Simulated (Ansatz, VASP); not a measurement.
## One calculation of Al3BP2, two programs

```xyz
6
Lattice="5.8390 0.0000 0.0000 -2.9195 5.0567 0.0000 0.0000 0.0000 3.6427" Properties=species:S:1:pos:R:3 pbc="T T T"
Al    2.9195    0.0000    0.0000
Al   -1.4597    2.5283    0.0000
Al    1.4597    2.5283    0.0000
B     0.0000    0.0000    1.8213
P     0.0000    3.3711    1.8213
P     2.9195    1.6856    1.8213
```

Alike in both runs: functional PBE; k mesh 6 × 6 × 4; occupations gaussian, width 0.1 eV; no spin polarisation.

Ansatz relaxed the structure, and its values are those at the end. VASP's run is a single point on that final structure, the one shown.

|  | VASP | Ansatz |
| --- | --- | --- |
| version | VASP 6.6.1 | Ansatz 0.2.0 |
| potentials or method | VASP PAW PBE potentials, release 64 (Al, B, P) | scalar-relativistic, plane waves, PAW |
| plane-wave cutoff (eV) | 520 | 420 |
| valence electrons in the cell | 22 | 22 |

```tsv
	VASP	Ansatz	Ansatz less VASP
gap on the k mesh at the Fermi level (eV)	none	none	-
pressure (GPa)	-0.4	-0.3	+0.06
```

A gap of «none» marks a metal or a gap that the smearing closes.

Caveats: the k mesh is coarse (spacing up to 0.43 Å⁻¹), so the values aren't converged.
